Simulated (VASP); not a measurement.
# A VASP study of ZnSe (Stilleite) (PBE): structure first, properties next, part 3 of 5

What structure does ZnSe (Stilleite) take at this level, and what are its properties? The start is a cell from a database of measured crystal structures.

VASP 6.6.1, plane waves and PAW; the level of theory is named at each step.

So far, gap on the k-mesh (eV): step 2 (full relaxation (PBE)) 1.15. The relaxed cell has a = 5.735 Å (conventional setting).

## Step 6: Total and projected DOS (PBE)

Level of this step: PBE; plane waves and PAW (Zn, Se) (VASP).

A density of states needs more k-points than a total energy; ISMEAR = -5 takes tetrahedra, and LORBIT projects the states on the PAW spheres. The mesh is finer than in the run before.

File INCAR:

```
SYSTEM = ZnSe
PREC = Accurate
ENCUT = 400
EDIFF = 1E-06
NELM = 100
ISMEAR = -5
SIGMA = 0.05
LREAL = .FALSE.
ALGO = Normal
GGA = PE
NBANDS = 21
LORBIT = 11
LWAVE = .FALSE.
LCHARG = .FALSE.
KPAR = 2
NEDOS = 2001
```

File POSCAR:

```
ZnSe
1.0
    0.0000000000      2.8675528976      2.8675528976
    2.8675528976      0.0000000000      2.8675528976
    2.8675528976      2.8675528976      0.0000000000
Zn Se
1 1
Direct
    0.0000000000      0.0000000000      0.0000000000
    0.2500000000      0.2500000000      0.2500000000
```

File KPOINTS:

```
Automatic mesh
0
Gamma
10 10 10
0 0 0
```

Potentials, in the order of the species: Zn and Se (PBE family, release 64).

Run with:

```
$ mpirun -np 2 vasp_std
```

Output:

```text
[... set-up lines as in an earlier step ...]
 entering main loop
       N       E                     dE             d eps       ncg     rms          rms(c)
DAV:   1     0.928661282402E+02    0.92866E+02   -0.70430E+03  1987   0.807E+02
DAV:   2     0.930310651084E+00   -0.91936E+02   -0.84508E+02  2091   0.203E+02
DAV:   3    -0.624805501622E+01   -0.71784E+01   -0.71096E+01  2327   0.554E+01
DAV:   4    -0.632112864101E+01   -0.73074E-01   -0.73045E-01  2244   0.580E+00
DAV:   5    -0.632137410561E+01   -0.24546E-03   -0.24546E-03  2313   0.326E-01    0.447E+00
DAV:   6    -0.605001551802E+01    0.27136E+00   -0.35870E-01  2630   0.175E+01    0.342E+00
DAV:   7    -0.603014150608E+01    0.19874E-01   -0.11252E-01  2297   0.247E+00    0.147E+00
DAV:   8    -0.602986496078E+01    0.27655E-03   -0.38464E-03  2640   0.579E-01    0.429E-01
DAV:   9    -0.603011208676E+01   -0.24713E-03   -0.10918E-03  2187   0.197E-01    0.674E-02
DAV:  10    -0.603022401322E+01   -0.11193E-03   -0.17440E-04  2257   0.733E-02    0.231E-02
DAV:  11    -0.603021323538E+01    0.10778E-04   -0.26318E-05  2265   0.348E-02    0.503E-03
DAV:  12    -0.603021442945E+01   -0.11941E-05   -0.42652E-06  2234   0.952E-03    0.248E-03
DAV:  13    -0.603021463091E+01   -0.20147E-06   -0.24355E-07  1848   0.336E-03
   1 F= -.60302146E+01 E0= -.60302146E+01  d E =0.000000E+00
```

Wall time 7 s (2 MPI ranks of Intel Xeon 6975P-C (Granite Rapids), shared host); peak memory 0.31 GiB.

Parts of OUTCAR (step 6):

```text
   k-points           NKPTS =     47   k-points in BZ     NKDIM =     47   number of bands    NBANDS=     21

   NELECT =      18.0000    total number of electrons

 E-fermi :   1.3293

 k-point     1 :       0.0000    0.0000    0.0000
  band No.  band energies     occupation
    ...
      5      -4.7675      2.00000
      6      -4.7675      2.00000
      7       1.3155      2.00000
      8       1.3155      2.00000
      9       1.3155      2.00000
     10       2.4626      0.00000
     11       7.1236      0.00000
     12       7.1236      0.00000
     13       7.1236      0.00000
     14      11.1047      0.00000
    ...

  Total       -0.0210516     -0.0210516     -0.0210516     -0.0000000     -0.0000000      0.0000000
  in kB       -0.7152055     -0.7152055     -0.7152055     -0.0000000     -0.0000000      0.0000000
  external PRESSURE =      -0.7152055 kB  Pullay stress =       0.0000000 kB

 POSITION                                       TOTAL-FORCE (eV/Angst)
 -----------------------------------------------------------------------------------
      0.00000      0.00000      0.00000        -0.000000     -0.000000     -0.000000
      1.43378      1.43378      1.43378         0.000000      0.000000      0.000000
 -----------------------------------------------------------------------------------
    total drift:                               -0.000002     -0.000002     -0.000001

  FREE ENERGIE OF THE ION-ELECTRON SYSTEM (eV)
  ---------------------------------------------------
  free  energy   TOTEN  =        -6.0302146309 eV

  energy  without entropy=       -6.0302146309  energy(sigma->0) =       -6.03021463

[... 6 parts as in an earlier step ...]

[... 10 further parts left out ...]
```

This step gave:

```yaml
irreducible_k_points: 47
free_energy_toten: -6.030 eV
fermi_energy: 1.329 eV
pressure: -0.07152 GPa
gap_on_the_k_mesh: 1.147 eV
least_direct_gap_on_the_k_mesh: 1.147 eV
```

The density of states has structure finer than the step of the table below, so its rows give means over 0.5 eV, whole bins alone (the curve runs from -5.47 to 9.14 eV). Peaks (eV: height): total -4.54: 5.11, -2.63: 2.08, -1.96: 2.30, 3.81: 2.30, 5.71: 2.76, 6.90: 2.22; Zn d -4.54: 0.363, -2.63: 0.142, -0.90: 0.147, 3.81: 0.0622, 5.71: 0.0954, 6.90: 0.0654.

States under -5.5 eV and over 9.1 eV are left out, among them most of the Zn d (centred near -6.2 eV) states. Density of states against energy, zero at the valence-band top; means over each step; values in states/eV/cell:

```tsv
energy (eV)	total	Zn d
-5.0	0.138	0.00579
-4.5	1.99	0.154
-4.0	0.767	0.0941
-3.5	0.404	0.0533
-3.0	0.494	0.0478
-2.5	1.50	0.101
-2.0	1.88	0.109
-1.5	1.94	0.126
-1.0	1.86	0.139
-0.5	0.827	0.0735
0.0	0.110	0.0112
0.5	0	0
1.0	2.9e-5	0
1.5	0.00541	0
2.0	0.0313	3.7e-4
2.5	0.126	0.00121
3.0	0.547	0.00616
3.5	1.19	0.0273
4.0	1.86	0.0509
4.5	0.810	0.0238
5.0	0.754	0.0216
5.5	1.34	0.0402
6.0	1.40	0.0439
6.5	1.14	0.0274
7.0	2.10	0.0615
7.5	1.21	0.0397
8.0	1.04	0.0371
8.5	1.20	0.0465
```

The gap on this mesh is 1.15 eV.

## Step 7: Independent-particle dielectric function (PBE)

LOPTICS sums transitions from filled to empty bands. NBANDS is raised for it.

File INCAR:

```
SYSTEM = ZnSe
PREC = Accurate
ENCUT = 400
EDIFF = 1E-06
NELM = 100
ISMEAR = 0
SIGMA = 0.05
LREAL = .FALSE.
ALGO = Normal
GGA = PE
NBANDS = 25
LORBIT = 11
LWAVE = .FALSE.
LCHARG = .FALSE.
KPAR = 2
LOPTICS = .TRUE.
NEDOS = 1500
CSHIFT = 0.1
```

POSCAR is that of step 6.

KPOINTS is that of step 6.

Run with:

```
$ mpirun -np 2 vasp_std
```

Output:

```text
[... set-up lines as in an earlier step ...]
 entering main loop
       N       E                     dE             d eps       ncg     rms          rms(c)
DAV:   1     0.991525193385E+02    0.99153E+02   -0.65382E+03  2406   0.674E+02
DAV:   2     0.227118236231E+01   -0.96881E+02   -0.87237E+02  2502   0.187E+02
DAV:   3    -0.622637975003E+01   -0.84976E+01   -0.83783E+01  2864   0.520E+01
DAV:   4    -0.632111662791E+01   -0.94737E-01   -0.94681E-01  2669   0.568E+00
DAV:   5    -0.632137432653E+01   -0.25770E-03   -0.25769E-03  2851   0.289E-01    0.447E+00
DAV:   6    -0.605100800017E+01    0.27037E+00   -0.26141E-01  3103   0.147E+01    0.341E+00
DAV:   7    -0.603025685948E+01    0.20751E-01   -0.91375E-02  2827   0.198E+00    0.148E+00
DAV:   8    -0.602987242277E+01    0.38444E-03   -0.34639E-03  3121   0.541E-01    0.420E-01
DAV:   9    -0.603011318278E+01   -0.24076E-03   -0.11269E-03  2606   0.173E-01    0.655E-02
DAV:  10    -0.603022324321E+01   -0.11006E-03   -0.15947E-04  2627   0.596E-02    0.228E-02
DAV:  11    -0.603021349343E+01    0.97498E-05   -0.18728E-05  2800   0.271E-02    0.717E-03
DAV:  12    -0.603021456026E+01   -0.10668E-05   -0.41286E-06  2578   0.779E-03    0.166E-03
DAV:  13    -0.603021462967E+01   -0.69419E-07   -0.32713E-08  1697   0.139E-03
   1 F= -.60302146E+01 E0= -.60302146E+01  d E =-.165619E-11
 optical routines
 imaginary and real dielectric function
 recalculating local potential from charge density
 direction            1
 direction            2
 direction            3
```

Run time: 8.6 s. Hardware: 2 MPI ranks; peak memory 0.4 GiB.

From OUTCAR (step 7):

```text
   k-points           NKPTS =     47   k-points in BZ     NKDIM =     47   number of bands    NBANDS=     25

   NELECT =      18.0000    total number of electrons

 E-fermi :   1.5261

 k-point     1 :       0.0000    0.0000    0.0000
  band No.  band energies     occupation
    ...
      5      -4.7674      2.00000
      6      -4.7674      2.00000
      7       1.3155      2.00000
      8       1.3155      2.00000
      9       1.3155      2.00000
     10       2.4626      0.00000
     11       7.1236      0.00000
     12       7.1236      0.00000
     13       7.1236      0.00000
     14      11.1047      0.00000
    ...

  Total       -0.0220413     -0.0220413     -0.0220413      0.0000000      0.0000000      0.0000000
  in kB       -0.7488318     -0.7488318     -0.7488318      0.0000000      0.0000000      0.0000000
  external PRESSURE =      -0.7488318 kB  Pullay stress =       0.0000000 kB

  FREE ENERGIE OF THE ION-ELECTRON SYSTEM (eV)
  ---------------------------------------------------
  free  energy   TOTEN  =        -6.0302146297 eV

  energy  without entropy=       -6.0302146297  energy(sigma->0) =       -6.03021463

 plasma frequency squared (from intraband transitions) (eV^2)
  --------------------------------------------------------------------------------------
       0.000      -0.000       0.000
      -0.000       0.000      -0.000
       0.000      -0.000       0.000

[... 9 parts as in an earlier step ...]

[... 8 further parts left out ...]
```

These are independent-particle spectra without excitons or local fields, and fine structure depends on the mesh and on CSHIFT.

Numbers from this step:

```yaml
bands: 25
fermi_energy: 1.526 eV
pressure: -0.07488 GPa
```

The imaginary dielectric function, xx has structure finer than the step of the table below, so its rows give means over 1 eV, whole bins alone (the curve runs from 0 to 25.0 eV). Peaks (eV: height): 1.1: 2.40, 2.0: 3.64, 3.4: 8.14, 4.0: 9.58, 5.2: 13.5, 5.8: 12.6, 7.1: 8.57.

The imaginary dielectric function, xx by photon energy; means over each step:

photon energy (eV), imaginary dielectric function, xx and a bar:
```
        1        0.8 ##
        2        1.6 ####
        3        4.6 ##############
        4        6.4 ###################
        5        9.9 ##############################
        6        9.4 ############################
        7        6.9 #####################
        8        5.0 ###############
        9        2.6 #######
       10        2.1 ######
       11        1.4 ####
       12        1.1 ###
       13        0.8 ##
       14        0.6 #
       15        0.5 #
       16        0.5 #
       17        0.4 #
       18        0.4 #
       19        0.4 #
       20        0.3 
       21        0.3 
       22        0.2 
       23        0.2 
       24        0.2
```

Table of real dielectric function, xx by photon energy:

photon energy (eV), real dielectric function, xx and a bar from the least value:
```
        0        8.0 #########################
        1        9.2 ############################
        2        9.2 ############################
        3       10.0 ##############################
        4        6.8 ######################
        5        6.9 #######################
        6       -1.8 ##
        7        0.5 ########
        8       -2.9 
        9       -2.3 #
       10       -1.3 ####
       11       -1.2 ####
       12       -0.9 #####
       13       -0.6 #####
       14       -0.2 ######
       15       -0.2 ######
       16        0.1 #######
       17        0.0 #######
       18        0.2 #######
       19        0.3 #######
       20        0.3 #######
       21        0.3 #######
       22        0.4 ########
       23        0.4 ########
       24        0.5 ########
```

The mean of ε2 over directions passes 5 % of its top at 1.00 eV, against a least direct gap of 1.15 eV on this mesh; what lies under the gap is the tail of the broadening by CSHIFT.

## Step 8: Band structure (PBE + SOC)

This step: PBE, spin-orbit coupling; plane waves and PAW (Zn, Se) (VASP 6.6.1).

Levels along the symmetry lines show where the bands peak and cross; KPOINTS_OPT computes them in the converged potential. Spin-orbit coupling needs spinors and the noncollinear program, where each band holds one electron.

File INCAR:

```
SYSTEM = ZnSe
PREC = Accurate
ENCUT = 400
EDIFF = 1E-06
NELM = 100
ISMEAR = 0
SIGMA = 0.05
LREAL = .FALSE.
ALGO = Normal
GGA = PE
LNONCOLLINEAR = .TRUE.
MAGMOM = 0 0 0 0 0 0
NBANDS = 30
GGA_COMPAT = .FALSE.
LASPH = .TRUE.
LSORBIT = .TRUE.
LORBIT = 11
LWAVE = .FALSE.
LCHARG = .FALSE.
KPAR = 2
```

POSCAR is that of step 7.

File KPOINTS:

```
Automatic mesh
0
Gamma
6 6 6
0 0 0
```

File KPOINTS_OPT:

```
Line mode
16
Line-mode
Reciprocal
  0.00000000   0.00000000   0.00000000 GAMMA
  0.50000000   0.00000000   0.50000000 X

  0.50000000   0.00000000   0.50000000 X
  0.50000000   0.25000000   0.75000000 W

  0.50000000   0.25000000   0.75000000 W
  0.37500000   0.37500000   0.75000000 K

  0.37500000   0.37500000   0.75000000 K
  0.00000000   0.00000000   0.00000000 GAMMA

  0.00000000   0.00000000   0.00000000 GAMMA
  0.50000000   0.50000000   0.50000000 L

  0.50000000   0.50000000   0.50000000 L
  0.62500000   0.25000000   0.62500000 U

  0.62500000   0.25000000   0.62500000 U
  0.50000000   0.25000000   0.75000000 W

  0.50000000   0.25000000   0.75000000 W
  0.50000000   0.50000000   0.50000000 L

  0.50000000   0.50000000   0.50000000 L
  0.37500000   0.37500000   0.75000000 K

  0.62500000   0.25000000   0.62500000 U
  0.50000000   0.00000000   0.50000000 X
```

Run with:

```
$ mpirun -np 2 vasp_ncl
```

Output:

```text
[... set-up lines as in an earlier step ...]
 entering main loop
       N       E                     dE             d eps       ncg     rms          rms(c)
DAV:   1     0.110604583409E+03    0.11060E+03   -0.69821E+03  1320   0.113E+03
DAV:   2     0.462883453877E+01   -0.10598E+03   -0.99678E+02  1344   0.280E+02
DAV:   3    -0.613533381230E+01   -0.10764E+02   -0.10642E+02  1552   0.906E+01
DAV:   4    -0.634013150462E+01   -0.20480E+00   -0.20454E+00  1488   0.130E+01
DAV:   5    -0.634119969973E+01   -0.10682E-02   -0.10681E-02  1504   0.898E-01    0.449E+00
DAV:   6    -0.606099142720E+01    0.28021E+00   -0.47481E-01  1824   0.250E+01    0.343E+00
DAV:   7    -0.604799438446E+01    0.12997E-01   -0.24870E-01  1488   0.408E+00    0.147E+00
DAV:   8    -0.604831006005E+01   -0.31568E-03   -0.51166E-03  1446   0.746E-01    0.557E-01
DAV:   9    -0.604857213643E+01   -0.26208E-03   -0.84624E-04  1674   0.471E-01    0.249E-01
DAV:  10    -0.604868313467E+01   -0.11100E-03   -0.17721E-04  1476   0.106E-01    0.592E-02
DAV:  11    -0.604875207548E+01   -0.68941E-04   -0.61986E-05  1572   0.138E-01    0.142E-02
DAV:  12    -0.604875779722E+01   -0.57217E-05   -0.23275E-05  1472   0.959E-02    0.385E-03
DAV:  13    -0.604875917336E+01   -0.13761E-05   -0.51443E-06  1524   0.167E-02    0.272E-03
DAV:  14    -0.604875912836E+01    0.45000E-07   -0.47487E-07  1164   0.116E-02
   1 F= -.60487591E+01 E0= -.60487591E+01  d E =-.245216E-16  mag=    -0.0000     0.0000    -0.0000
 Start KPOINTS_OPT (optional k-point list driver)
k-point batch [1-22\160]
       N       E                     dE             ncg
DAV:   1     0.859720893213E+03   -0.60717E+04     1334
DAV:   2    -0.141960857412E+04   -0.22793E+04     1326
DAV:   3    -0.164638371312E+04   -0.22678E+03     1614
DAV:   4    -0.165038377781E+04   -0.40001E+01     1502
DAV:   5    -0.165040242991E+04   -0.18652E-01     1602
DAV:   6    -0.165040258893E+04   -0.15902E-03     1522
DAV:   7    -0.165040259089E+04   -0.19572E-05     1434
DAV:   8    -0.165040259097E+04   -0.85057E-07     1124
[...]
k-point batch [155-160\160]
       N       E                     dE             ncg
DAV:   1     0.890207019620E+04   -0.30540E+04      360
DAV:   2     0.827399493996E+04   -0.62808E+03      360
DAV:   3     0.821375852430E+04   -0.60236E+02      468
DAV:   4     0.821289920656E+04   -0.85932E+00      442
DAV:   5     0.821289562864E+04   -0.35779E-02      464
DAV:   6     0.821289559855E+04   -0.30090E-04      454
DAV:   7     0.821289559823E+04   -0.32114E-06      400
```

Run time: 50 s. Hardware: 2 MPI ranks; peak memory 0.52 GiB.

OUTCAR, selected parts (step 8):

```text
   k-points           NKPTS =     22   k-points in BZ     NKDIM =     22   number of bands    NBANDS=     30

   NELECT =      18.0000    total number of electrons

 E-fermi :   1.7177

 k-point     1 :       0.0000    0.0000    0.0000
  band No.  band energies     occupation
    ...
     14       1.0682      1.00000
     15       1.4439      1.00000
     16       1.4439      1.00000
     17       1.4439      1.00000
     18       1.4439      1.00000
     19       2.4654      0.00000
     20       2.4654      0.00000
     21       7.0292      0.00000
     22       7.0292      0.00000
     23       7.1720      0.00000
    ...

  Total       -0.0184482     -0.0184482     -0.0184482     -0.0000000     -0.0000000     -0.0000000
  in kB       -0.6267597     -0.6267597     -0.6267597     -0.0000000     -0.0000000     -0.0000000
  external PRESSURE =      -0.6267597 kB  Pullay stress =       0.0000000 kB

 POSITION                                       TOTAL-FORCE (eV/Angst)
 -----------------------------------------------------------------------------------
      0.00000      0.00000      0.00000         0.000000      0.000000      0.000000
      1.43378      1.43378      1.43378        -0.000000     -0.000000     -0.000000
 -----------------------------------------------------------------------------------
    total drift:                                0.000000      0.000000      0.000000

  FREE ENERGIE OF THE ION-ELECTRON SYSTEM (eV)
  ---------------------------------------------------
  free  energy   TOTEN  =        -6.0487591284 eV

  energy  without entropy=       -6.0487591284  energy(sigma->0) =       -6.04875913

 Spin-Orbit-Coupling matrix elements
 Ion:    1  E_soc:     -0.0084852
 Ion:    2  E_soc:     -0.0369983

 magnetization (x)
# of ion       s       p       d       tot
------------------------------------------
    1        0.000  -0.000  -0.000  -0.000
    2        0.000   0.000   0.000   0.000
--------------------------------------------------
tot          0.000  -0.000  -0.000  -0.000

 magnetization (y)
# of ion       s       p       d       tot
------------------------------------------
    1        0.000   0.000   0.000   0.000
    2        0.000   0.000   0.000   0.000
--------------------------------------------------
tot          0.000   0.000   0.000   0.000

 magnetization (z)
# of ion       s       p       d       tot
------------------------------------------
    1        0.000  -0.000  -0.000  -0.000
    2       -0.000   0.000   0.000  -0.000
--------------------------------------------------
tot          0.000  -0.000  -0.000  -0.000

[... 6 parts as in an earlier step ...]

[... 10 further parts left out ...]
```

LASPH is switched on together with spin-orbit coupling, so the change from the scalar run holds both.

Numbers from this step:

```
SCF cycles                        : 14
bands                             : 30
irreducible k-points              : 22
free energy (TOTEN)               : -6.049 eV
Fermi energy                      : 1.718 eV
pressure                          : -0.06268 GPa
least gap on mesh and path        : 1.021 eV
least direct gap on mesh and path : 1.021 eV
```

On-site spin-orbit energy by atom:

```tsv
atom	on-site spin-orbit energy (eV)
Zn1	-0.0085
Se2	-0.0370
```

Electronic bands along the path, in eV, zero at the valence-band top; v1 is the highest filled band, c1 the lowest empty one:

```tsv
point	v4	v3	v2	v1	c1	c2	c3	c4
Γ	0.00	0.00	0.00	0.00	1.02	1.02	5.59	5.59
0.53 of the way	-1.49	-1.49	-1.31	-1.31	3.70	3.70	3.85	3.85
X	-2.27	-2.27	-2.10	-2.10	2.94	2.94	3.33	3.33
0.53 of the way	-2.61	-2.49	-2.40	-2.39	3.89	3.91	4.16	4.24
W	-2.86	-2.68	-2.61	-2.60	5.14	5.34	5.35	5.39
0.47 of the way	-3.01	-2.89	-2.23	-2.18	4.24	4.29	5.35	5.46
K	-3.11	-2.99	-1.81	-1.81	3.47	3.48	5.34	5.44
0.47 of the way	-1.98	-1.89	-0.66	-0.65	3.60	3.68	5.88	5.96
Γ	0.00	0.00	0.00	0.00	1.02	1.02	5.59	5.59
0.47 of the way	-0.65	-0.65	-0.42	-0.41	2.51	2.51	6.17	6.17
L	-1.06	-1.06	-0.83	-0.83	2.35	2.35	6.23	6.23
0.47 of the way	-2.16	-2.10	-1.25	-1.25	3.48	3.53	5.67	5.70
U	-3.11	-2.99	-1.81	-1.81	3.47	3.48	5.34	5.44
0.47 of the way	-3.03	-2.91	-2.15	-2.11	4.08	4.12	5.35	5.46
W	-2.86	-2.68	-2.61	-2.60	5.14	5.34	5.35	5.39
0.53 of the way	-2.36	-2.27	-1.45	-1.41	3.83	3.90	5.48	5.48
L	-1.06	-1.06	-0.83	-0.83	2.35	2.35	6.23	6.23
0.53 of the way	-2.38	-2.31	-1.33	-1.33	3.60	3.65	5.68	5.73
K	-3.11	-2.99	-1.81	-1.81	3.47	3.48	5.34	5.44
jump to U	-3.11	-2.99	-1.81	-1.81	3.47	3.48	5.34	5.44
0.53 of the way	-2.56	-2.49	-2.09	-2.08	3.15	3.16	3.80	3.86
X	-2.27	-2.27	-2.10	-2.10	2.94	2.94	3.33	3.33
```

Of the projections kept (Zn, Se), the largest for each band there; the rest of the weight can lie on other orbitals:

```tsv
point	v4	v3	v2	v1	c1	c2	c3	c4
Γ	Se 0.80	Se 0.80	Se 0.80	Se 0.80	Zn 0.57	Zn 0.57	Zn 0.74	Zn 0.74
X	Se 0.76	Se 0.76	Se 0.75	Se 0.75	Zn 0.65	Zn 0.65	Zn 0.64	Zn 0.64
W	Se 0.68	Se 0.68	Se 0.75	Se 0.72	Se 0.54	Se 0.54	Se 0.69	Se 0.66
K	Se 0.69	Se 0.69	Se 0.75	Se 0.75	Zn 0.64	Zn 0.64	Se 0.58	Se 0.59
Γ	Se 0.80	Se 0.80	Se 0.80	Se 0.80	Zn 0.57	Zn 0.57	Zn 0.74	Zn 0.74
L	Se 0.76	Se 0.76	Se 0.77	Se 0.77	Zn 0.66	Zn 0.66	Zn 0.65	Zn 0.65
```

The gap moves by -0.12 eV against PBE, which ran on another mesh.

[end of part 3 of 5]

[Lines on the potential files, build, host, timing and source positions are cut from VASP's logs without a mark.]

[Logs are printed without paths, hosts, clocks, repeated set-up lines and the standing remarks that a program may print on its own settings, such as how far it seeks lower states.]

[Hosts, paths, dates, database ids (printed as entryN), source tags and the programs' standing remarks are cut or masked in the printed files.]

[A measured line is paired with the nearest computed mode of its activity, which favours agreement.]
